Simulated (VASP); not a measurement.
Given:

```
CELL_PARAMETERS angstrom
      0.00000     2.82967     2.82967
      2.82967     0.00000     2.82967
      2.82967     2.82967     0.00000
ATOMIC_POSITIONS crystal
  Ca 0.00000 0.00000 0.00000
  S  0.50000 0.50000 0.50000
```

Calculation: AM05 GGA, VASP's PBE PAW potentials (set 64) (plane waves; VASP). Run with 520 eV cut-off, Gaussian smearing of 0.050 eV, potentials Ca_sv S.

Q: Estimate the band gap (along the path) with the smallest direct gap where there is one.

A: 
```yaml
band gap (along the path): 2.24 eV
smallest direct gap (along the path): 3.06 eV
```

Only differences to runs with the same potentials and settings are physical.

The compound is CaS in the rock salt structure. It was relaxed first.
